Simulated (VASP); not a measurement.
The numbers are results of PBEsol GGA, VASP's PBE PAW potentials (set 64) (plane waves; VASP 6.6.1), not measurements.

VASP ran on this input.

INCAR:
```
LMAXMIX  =  4   # l cut-off of mixed one-centre charges
EDIFFG  =  -0.01
SIGMA  =  0.1   # width (eV)
NSW  =  30   # most ionic steps
ISIF  =  4   # ions and shape, fixed volume
ENCUT  =  520   # plane-wave cut-off (eV)
LASPH  =  .True.   # aspherical one-centre terms
NELM  =  100
EDIFF  =  1E-7
IBRION  =  2   # conjugate gradients
PREC  =  Accurate
LCHARG  =  .False.
ISMEAR  =  1   # Methfessel-Paxton
LWAVE  =  .False.
GGA  =  PS   # PBEsol
ALGO  =  Normal   # blocked Davidson
LREAL  =  .False.
SYSTEM  =  Cd
```

File POSCAR:
```
Cd
1.0
  1.4986158089  -2.5956790181   0.0000000000
  1.4986158089   2.5956790181   0.0000000000
  0.0000000000   0.0000000000   5.5583166889
Cd
2
Cartesian
  1.4986158089   0.8652280698   1.3895791722
  1.4986158089  -0.8652280698   4.1687375167
```

KPOINTS:
```
Automatic mesh
0
Gamma
14 14 7
0 0 0
```

POTCAR, in this order: Cd (PBE.64 set). Program: vasp_std.

Question: What will the output report for the number of irreducible k-points (NKPTS), largest plane-wave count, number of space-group operations, FFT grid (NGX, NGY, NGZ)?

Answer: 
```
Item                                           Value
--------------------------------------  ------------
number of irreducible k-points (NKPTS)            96
largest plane-wave count                        1186
number of space-group operations                  24
FFT grid (NGX, NGY, NGZ)                24 × 24 × 42
```

The compound is Cd in the hcp structure. This cell is one point of a volume scan, at 1.03 of the reference volume.
